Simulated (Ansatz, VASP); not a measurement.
**Cross-check of GaSb between VASP and Ansatz**

One calculation is typed for both programs; each brings its own data sets. How far apart do they land? The cell is taken from a series of runs on this material, whose earlier steps may have relaxed, scaled, displaced or heated it; both programs get it as it stands.

Calculated with Ansatz 0.2.0; plane waves, with VASP 6.6.1 beside it; zone-centre phonons at LDA.

## 1. The structure

Symmetry: R3m, No. 160, trigonal system. Conventional cell: a = 4.235 Å, b = 4.235 Å, c = 10.527 Å, α = 90.00°, β = 90.00°, γ = 120.00°. Nearest to Ga lie 4 Sb at 2.60 to 2.62 Å. Nearest to Sb lie 4 Ga at 2.60 to 2.62 Å. Farther neighbours are not listed.

## 2. Ansatz: zone-centre phonons, LDA

Ansatz runs on its PAW soft_1 files.

Second derivatives magnify differences that forces hide, and they need a tight electronic threshold.

Input file input.yaml:

```yaml
crystal:
  lattice:
    - [0.0298061955, 3.0241206513, 3.0241206513]
    - [3.0241206513, 0.0298061955, 3.0241206513]
    - [3.0241206513, 3.0241206513, 0.0298061955]
  atoms:
    - { symbol: Ga, position: [-0.0007299226, -0.0007299226, -0.0007299226] }
    - { symbol: Sb, position: [0.7507299226, 0.7507299226, 0.7507299226] }
kpoints:
  mp_grid: { grid: [12, 12, 12], shift: [0.5, 0.5, 0.5] }
hamiltonian:
  xc: lda
  pseudopotentials: { kind: paw, azcp: { folder: soft_1 }, xc_functional: pbe }
scf:
  occupations: { method: gaussian, width: 0.015 }
output:
  eigenvalues: true
phonons:
  method: dfpt
```

Launch:

```sh
$ ansatz run input.yaml --threads 4 --pin off --max-ram 10240MiB --backend cpu --events-out ev --progress --plain --runs-dir out
```

Numbers of over 12 decimals in the logs are rounded to 6 here.

Output:

```text
Engine: ansatz 0.2.0, aarch64-unknown-linux-gnu
Pseudopotentials: kind: paw
Pseudopotential: Ga, paw, valence charge 13, recommended cutoff 420 eV (normal), soft_1/Ga.paw.azcp
Pseudopotential: Sb, paw, valence charge 15, recommended cutoff 420 eV (normal), soft_1/Sb.paw.azcp
Functional definition: SPW92
  exchange = slater_x
  correlation = pw_c
Crystal: 2 atoms, lattice volume = 54.495 Å³
Basis set: ecut = 420 eV, 1067 PW (Γ), exchange–correlation on 60×60×60 points (8 copies of the dense FFT grid, shifted against one another)
Bands: 18, of which v1, the nominal top of the filled ones, is band 14 counted from 1 (13 counted from 0)
Symmetry: 6 space group operations
k-points: 468 of 1728 (irreducible under 2 space group operations, time reversal used)
Non-local potential: Ga, projectors of the file, l = 0: 2, l = 1: 2, l = 2: 3, l = 3: 1
Non-local potential: Sb, projectors of the file, l = 0: 2, l = 1: 2, l = 2: 2, l = 3: 1
PAW form: soft (Blöchl's): semilocal exchange-correlation on the pseudo side does not see the compensation charge
PAW frozen core: Ga, regenerated for the run's functional, and the local potential with it (the file was generated under x = pbe(κ = 0.804, μ = 0.219515), c = pbe(β = 0.066725))
PAW frozen core: Sb, regenerated for the run's functional, and the local potential with it (the file was generated under x = pbe(κ = 0.804, μ = 0.219515), c = pbe(β = 0.066725))
PAW one-centre angular grid: Ga, 590 points (default); XC on 64 Gauss nodes
PAW one-centre angular grid: Sb, 590 points (default); XC on 64 Gauss nodes
Initial density: superposition of atomic densities (chi_scale 0.1, normalization cell, long waves kept (reshape's long-wave potential 0.00 eV rms))
Initial wavefunctions: pseudopotential atomic-orbital guess
Functional: x = slater, c = lda
SCF iter   1: F=—  HF=-10043.249538 eV  |F-HF|=—  |Δ(HF+E_count)|=         —  Δρ=3.19e-2  dr2=4.62e-1  ethr=3.10e-3  ⟨swp⟩=5.8  Hψ=45106  notcnv=0
preconditioner: auto → none  [insulator: Δε(μ)=0.574 eV  Ē_g=15.028 eV  σ=0.015 eV  W_gap=1.00  n_scr=14 (ndim 8)  ℏωp=21.3 eV  f_vac=0.003  D(μ)=0.00/eV (n_scr^D=0)  ε∞_Penn≈3.0]
SCF iter   2: F=—  HF=-10043.131855 eV  |F-HF|=—  |Δ(HF+E_count)|=   1.18e-1  Δρ=1.42e-2  dr2=6.96e-2  ethr=1.65e-3  ⟨swp⟩=2.0  Hψ=14062  notcnv=0
SCF iter   3: F=—  HF=-10043.123774 eV  |F-HF|=—  |Δ(HF+E_count)|=   8.08e-3  Δρ=5.10e-3  dr2=1.25e-2  ethr=2.49e-4  ⟨swp⟩=3.0  Hψ=15651  notcnv=0
SCF iter   4: F=—  HF=-10043.118479 eV  |F-HF|=—  |Δ(HF+E_count)|=   5.29e-3  Δρ=9.47e-4  dr2=2.71e-4  ethr=4.46e-5  ⟨swp⟩=3.0  Hψ=16342  notcnv=0
SCF iter   5: F=—  HF=-10043.118403 eV  |F-HF|=—  |Δ(HF+E_count)|=   7.54e-5  Δρ=4.52e-4  dr2=3.57e-5  ethr=9.69e-7  ⟨swp⟩=2.0  Hψ=14495  notcnv=0
SCF iter   6: F=—  HF=-10043.118399 eV  |F-HF|=—  |Δ(HF+E_count)|=   4.16e-6  Δρ=2.11e-5  dr2=1.73e-7  ethr=1.28e-7  ⟨swp⟩=2.0  Hψ=13130  notcnv=0
SCF iter   7: F=—  HF=-10043.118400 eV  |F-HF|=—  |Δ(HF+E_count)|=   8.90e-7  Δρ=4.94e-6  dr2=8.89e-9  ethr=6.17e-10  ⟨swp⟩=2.0  Hψ=14976  notcnv=0
SCF iter   8: F=—  HF=-10043.118400 eV  |F-HF|=—  |Δ(HF+E_count)|=   2.20e-9  Δρ=1.40e-6  dr2=9.82e-10  ethr=3.17e-11  ⟨swp⟩=2.0  Hψ=14963  notcnv=0
SCF iter   9: F=—  HF=-10043.118400 eV  |F-HF|=—  |Δ(HF+E_count)|=  4.60e-10  Δρ=3.29e-7  dr2=3.49e-11  ethr=3.51e-12  ⟨swp⟩=2.0  Hψ=14976  notcnv=0
SCF iter  10: F=-10043.118400 eV  HF=-10043.118400 eV  |F-HF|=1.82e-12  |Δ(HF+E_count)|=  1.46e-11  Δρ=6.13e-8  dr2=1.12e-12  ethr=1.00e-12  ⟨swp⟩=6.0  Hψ=40712  notcnv=0
SCF 1 converged in 10 iterations: F = -10043.118400 eV  dr2 = 1.12e-12
  greatest PAW one-centre occupation: 0.996 electrons in one spin orbital (limit 2), on the Sb atom at site 1 (counted from 0), in its partial waves of l = 2
DFPT response loops at Γ: preconditioner auto → none (the input reference at scf.mixing.eps_inf says where Resta's filter doesn't serve); β = 0.50; Broyden in place of MSR1
SCF converged after 10 iterations
Free energy (F): -10043.118400 eV
Harris-Foulkes:  -10043.118400 eV  (|F-HF|=1.82e-12)
Internal energy: -10043.118400 eV  (E = F + TS)
E sigma→0 (E₀):  -10043.118400 eV
Fermi energy:    8.434315 eV
--- Per-component energies (eV) ---
  E_band       = -251.932335
  E_kinetic    = 278.239409
  E_local      = -3322.063063  (includes V_loc(G=0)·N_el)
  E_nonlocal   = 303.168606
  E_hartree    = 1703.997469
  E_xc         = -161.765297
  E_vxc        = -147.932712  (∫ρ·V_xc dr)
  E_paw        = -6311.702946  (= ΣΔE_a)
  E_vpaw       = -771.339409  (= ΣTr[D̂ρ^β])
  E_aug_tail   = -0.000091  (compensation charges beyond the density's cutoff)
  E_ewald      = -2535.279779
  E_core_change = 2.287292  (= ΣΔE_core)
  E_smearing   = -0.000000  (= −TS)
  E_closure    = -0.000000  (closes the sum)
  Σ components = -10043.118400   (vs F -10043.118400, Δ=0.00e0)
--- Band table (eV; the first three rows and the last of 468) ---
  k-point 0: bands = [... 10 lower, -3.7101, 7.4931, 8.1668, 8.1668, 8.8073, 10.9005, 11.0125, 11.0125]
  k-point 1: bands = [... 10 lower, -3.6094, 6.5152, 7.6844, 8.0990, 9.3655, 11.1110, 11.1168, 11.5233]
  k-point 2: bands = [... 10 lower, -3.3619, 5.1389, 7.2706, 7.8199, 9.3530, 11.4568, 11.6359, 12.4594]
  k-point 467: bands = [... 10 lower, -1.9589, 1.5339, 6.6729, 6.8999, 8.7131, 11.8086, 11.9871, 14.5481]
--- Phonons (Γ-DFPT): 2 representative perturbations + reference, on 468 of 1728 k-points (Σ response iterations 6) ---
  k mesh reduced under 2 symmetry operations, with k and −k counted as one. Each operation leaves every solved perturbation unchanged. A smaller set is not used because it would not reduce the number of displacements times k-points to solve
  ASR residual: 8.685e-5 → 0.000e0 eV/Å²; symmetrization residual: 1.209e-5 eV/Å²
  ASR residual per site (eV/Å²): 8.68e-5 3.10e-5
  Γ frequencies (cm⁻¹): 0.00 0.00 0.00 228.21 231.10 231.10
  non-analytic LO–TO correction: not included (Born effective charges unavailable; polar crystals: no LO–TO splitting at Γ)
```

Reading the cycles: dr2 is the Hartree energy of the density residual (eV), the measure of convergence; HF is the Harris–Foulkes estimate of the energy, which meets the free energy F at convergence.

(Continued in part 2 of 3.)

[Lines on the potential files, build, host, timing and source positions are cut from VASP's logs without a mark.]

[Logs are printed without paths, hosts, clocks, repeated set-up lines and the standing remarks that a program may print on its own settings, such as how far it seeks lower states.]

[Hosts, paths, dates, database ids (printed as entryN), source tags and the programs' standing remarks are cut or masked in the printed files.]
